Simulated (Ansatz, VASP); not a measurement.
# Cross-check of AlTlO2 between VASP and Ansatz

One calculation is typed for both programs; each brings its own data sets. How far apart do they land? The cell is taken from a series of runs on this material, whose earlier steps may have relaxed, scaled, displaced or heated it; both programs get it as it stands.

Program: Ansatz 0.2.0. Level of theory: plane waves, with VASP 6.6.1 beside it; dielectric response at LDA. Results are calculated unless marked as measured.

**1. Set-up**

It takes space group Fd-3m (No. 227, cubic). Conventional cell: a = 8.085 Å, b = 8.085 Å, c = 8.085 Å, α = 90.00°, β = 90.00°, γ = 90.00°. Al has 4 O at 1.75 Å nearest. Nearest to Tl lie 12 O at 3.35 Å and 4 Al at 3.50 Å and 4 Tl at 3.50 Å. Nearest to O lie 2 Al at 1.75 Å. Farther neighbours and most contacts between anions are not listed.

**2. Ansatz: dielectric response, LDA**

Ansatz runs on its default PAW (the set named soft_2) files.

The response to a field tests empty states and converges slowly with the mesh.

Contents of input.yaml:

```yaml
crystal:
  lattice:
    - [0.0, 4.04272, 4.04272]
    - [4.04272, 0.0, 4.04272]
    - [4.04272, 4.04272, 0.0]
  atoms:
    - { symbol: Al, position: [0.25, 0.25, 0.25] }
    - { symbol: Al, position: [0.0, 0.0, 0.0] }
    - { symbol: Tl, position: [0.75, 0.75, 0.75] }
    - { symbol: Tl, position: [0.5, 0.5, 0.5] }
    - { symbol: O, position: [0.125, 0.125, 0.125] }
    - { symbol: O, position: [0.625, 0.125, 0.125] }
    - { symbol: O, position: [0.125, 0.625, 0.125] }
    - { symbol: O, position: [0.125, 0.125, 0.625] }
kpoints:
  mp_grid: { grid: [6, 6, 6] }
hamiltonian:
  xc: lda
scf:
  occupations: { method: fixed }
dielectric: {}
```

On the command line:

```sh
ansatz run input.yaml --threads 4 --pin off --max-ram 7372MiB --backend cpu --events-out ev --progress --plain --runs-dir out
```

Numbers of over 12 decimals in the logs are rounded to 6 here.

What it wrote:

```text
Engine: ansatz 0.2.0, x86_64-unknown-linux-gnu
Pseudopotentials: kind: paw
Pseudopotential: Al, paw, valence charge 3, recommended cutoff 420 eV (normal), Al.paw.azcp
Pseudopotential: Tl, paw, valence charge 13, recommended cutoff 420 eV (normal), Tl.paw.azcp
Pseudopotential: O, paw, valence charge 6, recommended cutoff 420 eV (normal), O.paw.azcp
Functional definition: SPW92
  exchange = slater_x
  correlation = pw_c
Crystal: 8 atoms, lattice volume = 132.145 Å³
Basis set: ecut = 420 eV, 2637 PW (Γ), exchange–correlation on 80×80×80 points (8 copies of the dense FFT grid, shifted against one another)
Bands: 36, of which v1, the nominal top of the filled ones, is band 28 counted from 1 (27 counted from 0)
Symmetry: 48 space group operations
k-points: 30 of 216 (irreducible under 8 space group operations, time reversal used)
Non-local potential: Al, projectors of the file, l = 0: 2, l = 1: 2, l = 2: 1
Non-local potential: Tl, projectors of the file, l = 0: 2, l = 1: 2, l = 2: 2, l = 3: 1
Non-local potential: O, projectors of the file, l = 0: 2, l = 1: 2, l = 2: 1
PAW form: soft (Blöchl's): semilocal exchange-correlation on the pseudo side does not see the compensation charge
PAW frozen core: Al, regenerated for the run's functional, and the local potential with it (the file was generated under x = pbe(κ = 0.804, μ = 0.219515), c = pbe(β = 0.066725))
PAW frozen core: Tl, regenerated for the run's functional, and the local potential with it (the file was generated under x = pbe(κ = 0.804, μ = 0.219515), c = pbe(β = 0.066725))
PAW frozen core: O, regenerated for the run's functional, and the local potential with it (the file was generated under x = pbe(κ = 0.804, μ = 0.219515), c = pbe(β = 0.066725))
PAW one-centre angular grid: Al, 110 points (default); XC on 64 Gauss nodes
PAW one-centre angular grid: Tl, 590 points (default); XC on 64 Gauss nodes
PAW one-centre angular grid: O, 110 points (default); XC on 64 Gauss nodes
Initial density: superposition of atomic densities (neutral atoms: chi_scale 0, normalization atom), corrected by the library's trained network
Initial wavefunctions: pseudopotential atomic-orbital guess
Functional: x = slater, c = lda
SCF iter   1: F=—  HF=-25546.357478 eV  |F-HF|=—  |Δ(HF+E_count)|=         —  Δρ=1.46e-2  dr2=2.81e-1  ethr=1.77e-3  ⟨swp⟩=4.1  Hψ=4146  notcnv=0  defer=177
preconditioner: auto → Resta (q_TF=auto, 2.365 Å⁻¹)  ε∞=4.5  [insulator: Δε(μ)=1.880 eV  Ē_g=12.896 eV  n_scr=26 (ndim 8)  ℏωp=24.2 eV  f_vac=0.000  ε∞_Penn≈4.5]
SCF iter   2: F=—  HF=-25546.290346 eV  |F-HF|=—  |Δ(HF+E_count)|=   6.71e-2  Δρ=4.98e-3  dr2=1.56e-2  ethr=5.02e-4  ⟨swp⟩=2.0  Hψ=1786  notcnv=0  defer=177
SCF iter   3: F=—  HF=-25546.285812 eV  |F-HF|=—  |Δ(HF+E_count)|=   4.53e-3  Δρ=1.64e-3  dr2=2.56e-3  ethr=2.79e-5  ⟨swp⟩=2.0  Hψ=1847  notcnv=0  defer=177
SCF iter   4: F=—  HF=-25546.284785 eV  |F-HF|=—  |Δ(HF+E_count)|=   1.03e-3  Δρ=3.50e-4  dr2=1.41e-4  ethr=4.57e-6  ⟨swp⟩=2.8  Hψ=1841  notcnv=0  defer=177
SCF iter   5: F=—  HF=-25546.284740 eV  |F-HF|=—  |Δ(HF+E_count)|=   4.56e-5  Δρ=4.37e-5  dr2=2.02e-6  ethr=2.53e-7  ⟨swp⟩=2.9  Hψ=1900  notcnv=0  defer=61
SCF iter   6: F=—  HF=-25546.284738 eV  |F-HF|=—  |Δ(HF+E_count)|=   1.74e-6  Δρ=3.66e-6  dr2=1.87e-8  ethr=3.60e-9  ⟨swp⟩=2.3  Hψ=1773  notcnv=0  defer=60
SCF iter   7: F=—  HF=-25546.284738 eV  |F-HF|=—  |Δ(HF+E_count)|=   2.66e-9  Δρ=4.79e-7  dr2=5.40e-10  ethr=3.35e-11  ⟨swp⟩=2.2  Hψ=1811  notcnv=0  defer=60
SCF iter   8: F=-25546.284738 eV  HF=-25546.284738 eV  |F-HF|=0.00e0  |Δ(HF+E_count)|=  1.06e-10  Δρ=1.13e-7  dr2=1.68e-11  ethr=1.00e-12  ⟨swp⟩=9.7  Hψ=3868  notcnv=0
SCF 1 converged in 8 iterations: F = -25546.284738 eV  dr2 = 1.68e-11
  greatest PAW one-centre occupation: 0.966 electrons in one spin orbital (limit 2), on the Tl atom at site 3 (counted from 0), in its partial waves of l = 2
NSCF: frozen V_eff on 2 k-points
DFPT response loops at Γ: preconditioner auto → Resta (q_TF=auto, 2.365 Å⁻¹)  ε∞=5.3 (no band partly filled); β = 1.00, the filter's whole step (`scf.mixing.beta` (0.50) is not read by the response loops at its default; to damp them type it under 1.00, their step now; it binds the ground state too); Broyden in place of MSR1
── the response to a field inside a basis, on 6×6×6 k-points: an SCF that follows is theirs, and a resumed run solves both again ──
Bands: 29, of which v1, the nominal top of the filled ones, is band 28 counted from 1 (27 counted from 0)
k-points: 28 of 216 (irreducible under 12 space group operations)
Initial density: handed on by an earlier stage of this run
Initial wavefunctions: pseudopotential atomic-orbital guess (no wavefunctions were taken with the density)
Eigensolver: Dense (28 Hₖ)
SCF iter   1: F=—  HF=-25546.245899 eV  |F-HF|=—  |Δ(HF+E_count)|=         —  Δρ=3.65e-4  dr2=5.22e-5  ethr=1.00e-1
preconditioner: auto → Resta (q_TF=auto, 2.365 Å⁻¹)  ε∞=7.2  [insulator: Δε(μ)=2.121 eV  Ē_g=9.694 eV  n_scr=26 (ndim 8)  ℏωp=24.2 eV  f_vac=0.000  ε∞_Penn≈7.2]
SCF iter   2: F=—  HF=-25546.245880 eV  |F-HF|=—  |Δ(HF+E_count)|=   1.83e-5  Δρ=1.22e-4  dr2=1.40e-5  ethr=9.32e-8
SCF iter   3: F=—  HF=-25546.245877 eV  |F-HF|=—  |Δ(HF+E_count)|=   3.21e-6  Δρ=6.86e-5  dr2=2.41e-6  ethr=2.50e-8
SCF iter   4: F=-25546.245876 eV  HF=-25546.245876 eV  |F-HF|=6.98e-9  |Δ(HF+E_count)|=   9.06e-7  Δρ=4.65e-6  dr2=2.40e-8  ethr=4.30e-9
SCF 1 converged in 4 iterations: F = -25546.245876 eV  dr2 = 2.40e-8
DFPT response loops at Γ: mixed as the last ones told, above
SCF converged after 8 iterations
Free energy (F): -25546.284738 eV
Harris-Foulkes:  -25546.284738 eV  (|F-HF|=0.00e0)
Internal energy: -25546.284738 eV  (E = F + TS)
E sigma→0 (E₀):  -25546.284738 eV
Fermi energy:    5.261160 eV
--- Per-component energies (eV) ---
  E_band       = -109.093061
  E_kinetic    = 1412.214961
  E_local      = -3411.008996  (includes V_loc(G=0)·N_el)
  E_nonlocal   = 865.167913
  E_hartree    = 1221.448142
  E_xc         = -826.534823
  E_vxc        = -717.124904  (∫ρ·V_xc dr)
  E_paw        = -21209.714792  (= ΣΔE_a)
  E_vpaw       = -701.248400  (= ΣTr[D̂ρ^β])
  E_aug_tail   = 0.010168  (compensation charges beyond the density's cutoff)
  E_ewald      = -3598.083306
  E_core_change = 0.215997  (= ΣΔE_core)
  E_smearing   = -0.000000  (= −TS)
  E_closure    = 0.000000  (closes the sum)
  Σ components = -25546.284738   (vs F -25546.284738, Δ=0.00e0)
--- Band table (eV; the first three rows and the last of 30) ---
  k-point 0: bands = [... 24 lower, 3.7971, 5.2504, 5.2504, 5.2504, 7.7516, 7.7516, 7.7516, 11.5496, ... 4 higher]
  k-point 1: bands = [... 24 lower, 3.7807, 5.0929, 5.0929, 5.2530, 7.9482, 7.9482, 8.3476, 10.7294, ... 4 higher]
  k-point 2: bands = [... 24 lower, 3.9380, 4.7618, 4.7618, 5.2583, 8.2870, 8.3391, 8.3391, 11.1582, ... 4 higher]
  k-point 29: bands = [... 24 lower, 4.2829, 4.2829, 4.7096, 4.7096, 7.9502, 7.9502, 10.1181, 10.1181, ... 4 higher]
--- Dielectric response (ions clamped): 3 representative field directions + reference, inside a basis on a mesh of 216 k-points (Σ response iterations 12) ---
  ε∞ (high-frequency dielectric tensor):
        5.334911     0.000000     0.000000
        0.000000     5.334911     0.000000
        0.000000     0.000000     5.334911
  Born effective charges Z* (e; rows j = field, columns β = displacement):
    site 0:
         2.51900   -0.00000   -0.00000
         0.00000    2.51900    0.00000
         0.00000   -0.00000    2.51900
    site 1:
         2.51900   -0.00000   -0.00000
         0.00000    2.51900    0.00000
         0.00000    0.00000    2.51900
    site 2:
         2.06307   -0.00000   -0.00000
         0.00000    2.06307    0.00000
         0.00000   -0.00000    2.06307
    site 3:
         2.06307   -0.00000   -0.00000
         0.00000    2.06307   -0.00000
         0.00000    0.00000    2.06307
    site 4:
        -2.29103   -0.25182   -0.25182
        -0.25182   -2.29103   -0.25182
        -0.25182   -0.25182   -2.29103
    site 5:
        -2.29103    0.25182    0.25182
         0.25182   -2.29103   -0.25182
         0.25182   -0.25182   -2.29103
    site 6:
        -2.29103    0.25182   -0.25182
         0.25182   -2.29103    0.25182
        -0.25182    0.25182   -2.29103
    site 7:
        -2.29103   -0.25182    0.25182
        -0.25182   -2.29103    0.25182
         0.25182    0.25182   -2.29103
  Z* charge neutrality: 4.075e-3 e pre-enforcement
  solved inside a basis spanned on kpoints, on 6×6×6 k-points, its susceptibility summed on 10×10×10: ε∞ is read to err by 2.1e-2, Z* by 1.6e-2 e (field_mesh: kpoints solves on kpoints); Z* is corrected for what the basis lacks
```

(Continued in part 2 of 2.)

[Lines on the potential files, build, host, timing and source positions are cut from VASP's logs without a mark.]

[Logs are printed without paths, hosts, clocks, repeated set-up lines and the standing remarks that a program may print on its own settings, such as how far it seeks lower states.]

[Hosts, paths, dates, database ids (printed as entryN), source tags and the programs' standing remarks are cut or masked in the printed files.]
